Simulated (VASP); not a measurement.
Wanted: the native input for a VASP 6.6.1 run.

- Task: single point
- Functional: PBEsol
- Potentials or basis: VASP PAW PBE potentials, release 64 (Y_sv, Al, N)
- Cutoff: 520 eV
- k mesh: 4 × 4 × 4
- Occupations: gaussian, width 0.1 eV
- Spin: no spin polarisation
- Dipole correction: no
- Further INCAR settings: LREAL = Auto; ALGO = Fast; EDIFF = 1e-06; NBANDS = 54

The structure of YAl3N4 lies in POSCAR:

```
YAl3N4
1.0
    5.0108494977     -2.8773113872      0.0052007574
   -3.4054819584     -0.1029528216     -4.6832454416
    3.5073222697      6.0434525314      0.0484252799
Y Al N
2 6 8
Direct
    0.3204210174      0.0085206256     -0.0124129830
    0.9295789826      0.4914793744      0.1374129830
    0.8329464900     -0.0169648708      0.2543308221
    0.3555544498      0.0775932287      0.5149006694
    0.8220408084     -0.0476304217      0.7310129665
    0.4279591916      0.5476304217      0.3939870335
    0.8944455502      0.4224067713      0.6100993306
    0.4170535100      0.5169648708      0.8706691779
    0.5513550269      0.5318702361      0.1397190931
    0.0632636202      0.4156794863      0.3909038224
    0.6100881083      0.5127377936      0.6120366788
    0.0951284676      0.5308964437      0.8562141949
    0.6986449731     -0.0318702361     -0.0147190931
    0.1548715324     -0.0308964437      0.2687858051
    0.6399118917     -0.0127377936      0.5129633212
    0.1867363798      0.0843205137      0.7340961776
```

The cell comes from a database or a generator and needn't be the stable form of this composition.

One way to write it, as run:

INCAR

```
SYSTEM = YAl3N4
PREC = Accurate
ENCUT = 520
EDIFF = 1E-6
ISMEAR = 0
SIGMA = 0.1
LREAL = Auto
LASPH = .TRUE.
NELM = 100
ALGO = Fast
ISIF = 2
LWAVE = .FALSE.
LCHARG = .FALSE.
GGA = PS
NBANDS = 54
```

KPOINTS

```
Automatic mesh
0
G
  4 4 4
  0 0 0
```

Potentials or basis: VASP PAW PBE potentials, release 64 (Y_sv, Al, N).

Launch:

```bash
$ cat potpaw_PBE.64/Y_sv/POTCAR potpaw_PBE.64/Al/POTCAR potpaw_PBE.64/N/POTCAR > POTCAR
$ mpirun -np 1 vasp_std > vasp.out
```

It gave:

| Property | Result |
| --- | --- |
| Pressure | 0.0 GPa |
| Largest force | 0.059 eV/Å |
| Band gap on the k mesh | 2.39 eV, direct |

Caveat: the PAW data sets were made with another functional, which shifts forces and pressure a little.

Run time: 24 min on 1 thread of Intel(R) Xeon(R) Platinum 8488C (Sapphire Rapids), with other jobs on the host, peak memory 0.51 GiB.
